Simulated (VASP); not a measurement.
Calculation: RPBE GGA, VASP's PBE PAW potentials (set 64) (plane waves; VASP 6.6.1).

A VASP calculation is set up with these files.

KPOINTS:
```
k-points along high-symmetry lines
10
Line-mode
Reciprocal
  0.000000   0.000000   0.000000 ! GAMMA
  0.500000  -0.000000   0.000000 ! M

  0.500000  -0.000000   0.000000 ! M
  0.333333   0.333333   0.000000 ! K

  0.333333   0.333333   0.000000 ! K
  0.000000   0.000000   0.000000 ! GAMMA

  0.000000   0.000000   0.000000 ! GAMMA
  0.000000   0.000000   0.500000 ! A

  0.000000   0.000000   0.500000 ! A
  0.500000  -0.000000   0.500000 ! L

  0.500000  -0.000000   0.500000 ! L
  0.333333   0.333333   0.500000 ! H

  0.333333   0.333333   0.500000 ! H
  0.000000   0.000000   0.500000 ! A

  0.500000  -0.000000   0.500000 ! L
  0.500000  -0.000000   0.000000 ! M

  0.333333   0.333333   0.500000 ! H
  0.333333   0.333333   0.000000 ! K
```

File POSCAR:
```
PtS2
1
    1.7981524364    -3.1144914529     0.0000000000
    1.7981524364     3.1144914529     0.0000000000
    0.0000000000     0.0000000000     7.1194024442
Pt S
1 2
Direct
  0.0000000000   0.0000000000   0.0000000000
  0.3333330000   0.6666670000   0.1724655622
  0.6666670000   0.3333330000   0.8275344378
```

INCAR:
```
! general
SYSTEM  = PtS2
PREC    = Accurate
ENCUT   = 520
LREAL   = F
LASPH   = T
ICHARG  = 11

! electronic loop
EDIFF   = 1E-7
NELM    = 100
ALGO    = Normal
LMAXMIX = 6

! smearing
ISMEAR  = 0
SIGMA   = 0.05

! functional
GGA     = RP

! output
LWAVE   = F
LCHARG  = F
LORBIT  = 11
```

POTCAR, in this order: Pt S (PBE.64 set). Program: vasp_std. Read from the step before: CHGCAR.

What VASP printed:

**OSZICAR**
```
       N       E                     dE             d eps       ncg     rms          rms(c)
DAV:   1     0.127255571211E+03    0.12726E+03   -0.10001E+04  2732   0.125E+03
DAV:   2    -0.786219320178E+01   -0.13512E+03   -0.13162E+03  3499   0.238E+02
DAV:   3    -0.142763698337E+02   -0.64142E+01   -0.63401E+01  3393   0.564E+01
DAV:   4    -0.143772302225E+02   -0.10086E+00   -0.10082E+00  3573   0.752E+00
DAV:   5    -0.143796561553E+02   -0.24259E-02   -0.24259E-02  3646   0.110E+00
DAV:   6    -0.143797480325E+02   -0.91877E-04   -0.91877E-04  3819   0.195E-01
DAV:   7    -0.143797513951E+02   -0.33626E-05   -0.33626E-05  3690   0.331E-02
DAV:   8    -0.143797515677E+02   -0.17256E-06   -0.17240E-06  3607   0.686E-03
DAV:   9    -0.143797515751E+02   -0.74053E-08   -0.75733E-08  3008   0.136E-03
   1 F= -.14379752E+02 E0= -.14379752E+02  d E =-.240927E-17
```

File OUTCAR:
```
 val. band max:        2.1807598031   @ k =   0.1481   0.1481   0.0000

 cond. band min:       3.8796709332   @ k =   0.2222   0.0000   0.5000



 k-point     1 :       0.0000    0.0000    0.0000
  band No.  band energies     occupation
      1     -11.7323      2.00000
      2      -9.5701      2.00000
      3      -3.2981      2.00000
      4      -3.2981      2.00000
      5      -2.9612      2.00000
      6      -0.6516      2.00000
      7      -0.6516      2.00000
      8       1.2878      2.00000
      9       1.6964      2.00000
     10       1.8313      2.00000
     11       1.8313      2.00000
     12       5.2560      0.00000
     13       5.2560      0.00000
     14       7.4459      0.00000
     15       8.2872      0.00000

 k-point     2 :       0.0556    0.0000    0.0000
  band No.  band energies     occupation
      1     -11.6955      2.00000
      2      -9.5795      2.00000
      3      -3.2911      2.00000
      4      -3.2741      2.00000
      5      -2.9273      2.00000
      6      -0.7074      2.00000
      7      -0.6849      2.00000
      8       1.0966      2.00000
      9       1.7510      2.00000
     10       1.8514      2.00000
     11       1.9209      2.00000
     12       5.0677      0.00000
     13       5.2045      0.00000
     14       7.5688      0.00000
     15       8.4867      0.00000

 k-point     3 :       0.1111    0.0000    0.0000
  band No.  band energies     occupation
      1     -11.5870      2.00000
      2      -9.6067      2.00000
      3      -3.2673      2.00000
      4      -3.2053      2.00000
      5      -2.8280      2.00000
      6      -0.8864      2.00000
      7      -0.7693      2.00000
      8       0.7428      2.00000
      9       1.8883      2.00000
     10       1.8890      2.00000
     11       2.0191      2.00000
     12       4.6337      0.00000
     13       5.0784      0.00000
     14       7.9017      0.00000
     15       8.9165      0.00000

...
```

The density is held fixed in this step, so its total energy and stress have no physical meaning. Without a dispersion term in the relaxation, distances and binding between the weakly bound layers, chains or molecules are unreliable, and so is what depends on them. Unless said otherwise, spin-orbit coupling is left out, though it shifts the bands of the heavy elements here.

The compound is PtS2 in the 1T layered structure. It was relaxed first, which changed the volume by +46 %.
